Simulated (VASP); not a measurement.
Runs of VASP 6.6.1 on SiClH3. The cell holds a molecule in a box, 5 atoms: a = 12.000 Å, b = 12.000 Å, c = 12.000 Å, α = 90.00°, β = 90.00°, γ = 90.00°. 

```csv
task,level,cell,grid for exact exchange (PRECFOCK),screening parameter,gap on the mesh (eV),largest force (eV/Å)
relaxation of the atoms,revPBE+D3(BJ),atoms relaxed,-,-,6.48,-
single point,RPBE+D3(BJ),as given,-,-,6.53,0.17
single point,HSE06+TS,as given,Normal,0.2 1/A,7.92,(a)
relaxation of the atoms,revPBE,atoms relaxed,-,-,(b),0.01
```

Alike in all rows: potentials or basis VASP PAW PBE potentials, release 64 (Si, Cl, H); no spin polarisation; k mesh 1 × 1 × 1; cutoff (eV) 520; smearing gaussian 0.01 eV.

Fill in the values left out.

(a) 0.08; (b) 6.47.

Caveats: the PAW data sets were made with another functional, which shifts forces and pressure a little.

Runs at the PBE level aren't shown here.
